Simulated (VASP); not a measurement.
An input for Quantum ESPRESSO's pw.x (written as the equivalent of a VASP run, and not itself run):

```
&CONTROL
  calculation = 'scf'
  pseudo_dir = './pseudo'
  outdir = './out'
  tprnfor = .true.
  tstress = .true.
/
&SYSTEM
  ibrav = 0
  nat = 2
  ntyp = 1
  ecutwfc = 66
  occupations = 'smearing'
  smearing = 'methfessel-paxton'
  degauss = 0.00735
  input_dft = 'pbe'
/
&ELECTRONS
  conv_thr = 7.3e-06
  electron_maxstep = 100
/
ATOMIC_SPECIES
  Bi 208.980 Bi.upf
CELL_PARAMETERS angstrom
     4.0729710   -2.3418570    0.0000000
     4.0729710    2.3418570    0.0000000
     2.8582590    0.0000000    3.8141740
ATOMIC_POSITIONS crystal
  Bi   0.2340000  0.2340000  0.2340000
  Bi   0.7717410  0.7717410  0.7660000
K_POINTS automatic
  9 9 9 0 0 0
```

Q: Write the VASP files for the same calculation (PBE).

A: One answer among several that fit: 
**KPOINTS**
```
Automatic mesh
0
Gamma
9 9 9
0 0 0
```

POSCAR:
```
Bi
4.0729710
  1.0000000000  -0.5749751226   0.0000000000
  1.0000000000   0.5749751226   0.0000000000
  0.7017626691   0.0000000000   0.9364598962
Bi
2
direct
  0.2340000000   0.2340000000   0.2340000000
  0.7717410000   0.7717410000   0.7660000000
```

INCAR:
```
! general
SYSTEM  = Bi
PREC    = Accurate
ENCUT   = 400
LREAL   = .False.
LASPH   = .True.

! electronic loop
EDIFF   = 1E-4
NELM    = 100
ALGO    = Normal
LMAXMIX = 4

! smearing
ISMEAR  = 1
SIGMA   = 0.1

! functional
GGA     = PE

! ions
ISIF    = 2

! output
LWAVE   = .False.
LCHARG  = .False.
```

POTCAR, in this order: Bi_d (PBE.64 set). Program: vasp_std.

The two are equivalent in intent, not identical: the potentials are each code's own (VASP's PAW set, PseudoDojo norm-conserving files in pw.x), so ENCUT and ecutwfc are chosen apart and not converted; conv_thr bounds pw.x's estimated SCF error, while EDIFF bounds the energy change between steps.

The compound is Bi in the a7 structure. The cell was not relaxed at this level. The run is one of a series of settings (EDIFF = 1E-4 against the base run), some of them coarse on purpose.
